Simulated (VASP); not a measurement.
Data:

```
BaO
1.0
    0.00000     2.84413     2.84413
    2.84413     0.00000     2.84413
    2.84413     2.84413     0.00000
Ba O
1 1
Direct
  0.00000   0.00000   0.00000
  0.50000   0.50000   0.50000
```

The numbers are results of PBE GGA with D3 dispersion (zero damping), VASP's PBE PAW potentials (set 64) (plane waves; VASP), not measurements. Numerical set-up: 520 eV cut-off, 8×8×8 Γ-centred mesh, Gaussian smearing of 0.050 eV, potentials Ba_sv O.

Unless said otherwise, spin-orbit coupling is left out, though it shifts the bands of the heavy elements here.

**Question.** Estimate the energy per atom (σ→0), pressure, band gap (on the k-mesh) with the smallest direct gap where there is one.

**Answer.** 
- band gap (on the k-mesh) = 2.21 eV
- smallest direct gap (on the k-mesh) = 2.21 eV
- energy per atom (σ→0) = -6.027 eV/atom
- pressure = -3.61 GPa

The absolute energy has meaning only against runs of the same code, potentials and settings.

The compound is BaO in the rock salt structure. This cell is one point of a volume scan, at 1.06 of the reference volume.
